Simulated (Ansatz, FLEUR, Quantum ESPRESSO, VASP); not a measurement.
## One structure in several programs: SrTiO3 (Pm-3m, 5 atoms in the cell)

Self-consistent single point.

```xyz
5
Lattice="3.9890 0.0000 0.0000 0.0000 3.9890 0.0000 0.0000 0.0000 3.9890" Properties=species:S:1:pos:R:3 pbc="T T T"
Sr     0.0000     0.0000     0.0000
Ti     1.9945     1.9945     1.9945
O      1.9945     0.0000     1.9945
O      0.0000     1.9945     1.9945
O      1.9945     1.9945     0.0000
```

Shared settings, as Ansatz (a quantum-chemistry and plane-wave program) writes them: kpoints.mp_grid.grid = 6 6 6; magnetization.spin_orbit = true; scf.occupations.method = fermi_dirac; scf.occupations.width = 0.02 eV. Potentials and cutoffs stand in the table.

```csv
code,model,pressure (GPa),gap on the mesh (eV),cutoff
Quantum ESPRESSO,"PBE, spin-orbit coupling, PseudoDojo fully relativistic norm-conserving (PBE) pseudopotentials",-6.50,1.765,85 Ry
Ansatz,"PBE with spin-orbit coupling, default PAW files",-6.75,1.746,default
FLEUR,"PBE, all-electron FLAPW (FLEUR), scalar-relativistic valence with spin-orbit coupling in second variation",–,1.755,Kmax 4.8 1/bohr
VASP,"PBE, spin-orbit coupling, VASP's PBE PAW potentials (set 64)",-10.52,1.718,400 eV
```

A dash marks a value that a program does not give, or that is left out as unsure.

Gaps are read on the mesh.

The spread over the programs that give each value: pressure within 4.02 GPa; gap on the mesh within 0.047 eV.

FLEUR treats all electrons, but the usual bases taken here (sphere radii, linearisation, local orbitals, empty states) were not tested for convergence, so the values are no reference for the others. Ansatz's pressure is given at a fixed set of plane waves, as the other plane-wave codes print theirs; with its correction for the finite basis it is -6.21 GPa (the shift of 0.54 GPa shows how far the cutoff is from converged). In the pressure, VASP (by 3.77) lies more than 1 GPa from the median of the plane-wave programs.

VASP's run is marked for a possible Pulay error in its stress at this cutoff; no cutoff test was made.

The starting cell has typed, rounded lattice constants, without a prior relaxation at this level. Its lattice was rescaled by a random factor within 2.5 % of one.

Left out of this page: SIESTA (not drawn, or without a comparable value).

Keys are those of Ansatz 0.2.
